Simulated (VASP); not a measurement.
Runs of VASP 6.6.1 on Ge. Symmetry: Fd-3m, No. 227, cubic system. The conventional cell has a = 5.674 Å, b = 5.674 Å, c = 5.674 Å, α = 90.00°, β = 90.00°, γ = 90.00°. Around Ge (site symmetry -43m) lie 4 Ge at 2.46 Å. 

```tsv
task	level	potentials or basis	spin	cell	k mesh	cutoff (eV)	gap on the mesh (eV)	pressure (GPa)
band structure	PBEsol	VASP PAW PBE potentials, release 64 (Ge_d)	SOC, no magnetisation	Fd-3m, 22.83 Å³/atom	6 × 6 × 6	520	-	0.1
band structure	TB-mBJ	VASP PAW PBE potentials, release 64 (Ge_d)	off	Fd-3m, 22.83 Å³/atom	10 × 10 × 10	520	0.68	-
band structure	PBEsol	VASP PAW PBE potentials, release 64 (Ge_d)	off	Fd-3m, 22.83 Å³/atom	10 × 10 × 10	520	-	(a)
band structure	r2SCAN	VASP PAW PBE potentials, release 64 (Ge_d)	off	Fd-3m, 22.83 Å³/atom	10 × 10 × 10	520	0.32	0.0
relaxation of cell and atoms	PBEsol	VASP PAW PBE potentials, release 64 (Ge_d)	off	relaxed	10 × 10 × 10	600	none	0.0
band structure	LDA	VASP PAW LDA potentials, release 64 (Ge_d)	off	Fd-3m, 22.83 Å³/atom	10 × 10 × 10	520	-	(b)
```

Alike in all rows: smearing gaussian 0.03 eV.

Q: Estimate the missing entries.

A: (a) -0.4; (b) -1.7.

Caveats: the PAW data sets were made with another functional, which shifts forces and pressure a little (some runs); this crystal is a semiconductor, whose small gap the functional closes, so the metal is an error of the method (some runs).

A k mesh can miss the band edges, and rows without SOC leave out spin-orbit coupling on Ge.

A gap of «none» marks a metal or a gap under the smearing width.
